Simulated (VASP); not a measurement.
An input for Ansatz (written as the equivalent of a VASP run, and not itself run):

Ansatz 0.2 input:
```yaml
crystal:
  lattice:
    - [4.3256200, 0.0000000, 0.0000000]
    - [0.0000000, 4.3256200, 0.0000000]
    - [0.0000000, 0.0000000, 4.3256200]
  atoms:
    - { symbol: Cs, position: [0.0075430, -0.0079930, -0.0064860] }
    - { symbol: Br, position: [0.4924570, 0.5079930, 0.5064860] }
kpoints:
  mp_grid: { grid: [4, 4, 4] }
hamiltonian:
  xc: pbe
  pseudopotentials: { kind: paw }
scf:
  occupations: { method: gaussian, width: 0.02 }
  max_iter: 100
relax:
  max_steps: 50
  f_tol: 0.01
  cell: {}
output: { forces: true, stress: true, eigenvalues: true }
```

**Question.** Write the VASP files for the same calculation (PBE).

**Answer.** One answer among several that fit: 
POSCAR:
```
CsBr
1
    4.3256200000     0.0000000000     0.0000000000
    0.0000000000     4.3256200000     0.0000000000
    0.0000000000     0.0000000000     4.3256200000
Cs Br
1 1
Direct
  0.0075430000  -0.0079930000  -0.0064860000
  0.4924570000   0.5079930000   0.5064860000
```

### KPOINTS
```
Automatic mesh
0
Gamma
4 4 4
0 0 0
```

INCAR:
```
! general
SYSTEM  = CsBr
PREC    = Accurate
ENCUT   = 420   ! plane-wave cut-off (eV)
LREAL   = F   ! projection in real space or not
LASPH   = T

! electronic loop
EDIFF   = 1E-6
NELM    = 100   ! most electronic steps
ALGO    = Normal
LMAXMIX = 4

! smearing
ISMEAR  = 0   ! Gaussian
SIGMA   = 0.02   ! width (eV)

! functional
GGA     = PE

! ions
IBRION  = 2   ! conjugate gradients
NSW     = 50   ! most ionic steps
ISIF    = 3
EDIFFG  = -0.01   ! ionic stop

! output
LWAVE   = F
LCHARG  = F
```

POTCAR, in this order: Cs_sv Br (PBE.64 set). Program: vasp_std.

Limits of the translation: each code has its own PAW files, so the cut-off isn't converted (ENCUT is set for VASP's; basis.ecutwfc is left out, and Ansatz then takes the one that its files recommend); Ansatz stops its SCF on the density residual and VASP on the energy change (EDIFF).

The structure comes from a computed database's CsBr entry; how it stands against other phases isn't given here. In the starting cell atoms are displaced from their ideal sites. This run relaxes it. The run is one of a series of settings (EDIFFG = -0.01, ENCUT = 420, IBRION = 2, ISIF = 3, NSW = 50 against the base run), some of them coarse on purpose.
